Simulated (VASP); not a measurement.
Input:

```xyz
2
Lattice="0.0000 3.2021 3.2021 3.2021 0.0000 3.2021 3.2021 3.2021 0.0000" Properties=species:S:1:pos:R:3 pbc="T T T"
La     0.0000     3.2021     3.2021
Al     3.2021     3.2021     3.2021
```

Computed with PBE GGA, VASP's PBE PAW potentials (set 64) (plane waves; VASP). Numerical set-up: 400 eV cut-off, Gaussian smearing of 0.050 eV, potentials La Al.

Q: Give the energies of bands 5 to 10 at the high-symmetry points, in eV from the Fermi level.

A: 
| band | Γ | X | U | L | W |
|---|---|---|---|---|---|
| 5 | -5.61 | -4.45 | -4.06 | -3.36 | -4.01 |
| 6 | 1.30 | -0.29 | -0.80 | -2.18 | -0.35 |
| 7 | 1.30 | -0.12 | -0.25 | -0.31 | -0.33 |
| 8 | 1.30 | 1.19 | 0.44 | -0.31 | -0.33 |
| 9 | 1.39 | 1.19 | 1.32 | 1.75 | 1.83 |
| 10 | 1.39 | 2.07 | 2.01 | 1.96 | 1.83 |

It has no gap at this level: it comes out as a metal or semimetal.

The structure was generated: LaAl was put into the rock salt type (Fm-3m), which need not be its known phase. It was relaxed first, which changed the volume by -26 %.
